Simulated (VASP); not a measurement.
```
CELL_PARAMETERS angstrom
      4.26146     0.00000     0.00000
      0.00000     4.26146     0.00000
      0.00000     0.00000     4.26146
ATOMIC_POSITIONS crystal
  Cu 0.75000 0.25000 0.75000
  Cu 0.25000 0.75000 0.75000
  Cu 0.75000 0.75000 0.25000
  Cu 0.25000 0.25000 0.25000
  O  0.00000 0.00000 0.00000
  O  0.50000 0.50000 0.50000
```

Computed with PBE GGA with D4 dispersion, VASP's PBE PAW potentials (set 64) (plane waves; VASP 6.6.1). Settings: 520 eV cut-off, 6×6×6 Γ-centred mesh, tetrahedra with Blöchl corrections, potentials Cu O.

The cores are frozen, which limits the accuracy of field gradients.

Task: Give the principal components of the electric field gradient (V/Å²) and the asymmetry η at each nucleus.

Result: 
```json
[
 {"atom": "Cu1", "Vxx": "33.2", "Vyy": "33.2", "Vzz": "-66.4", "η": "0.00"},
 {"atom": "Cu2", "Vxx": "33.2", "Vyy": "33.2", "Vzz": "-66.4", "η": "0.00"},
 {"atom": "Cu3", "Vxx": "33.2", "Vyy": "33.2", "Vzz": "-66.4", "η": "0.00"},
 {"atom": "Cu4", "Vxx": "33.2", "Vyy": "33.2", "Vzz": "-66.4", "η": "0.00"},
 {"atom": "O5", "Vxx": "0.0", "Vyy": "0.0", "Vzz": "0.0", "η": "-"},
 {"atom": "O6", "Vxx": "0.0", "Vyy": "0.0", "Vzz": "0.0", "η": "-"}
]
```

The compound is Cu2O in the cuprite structure. It was relaxed first.
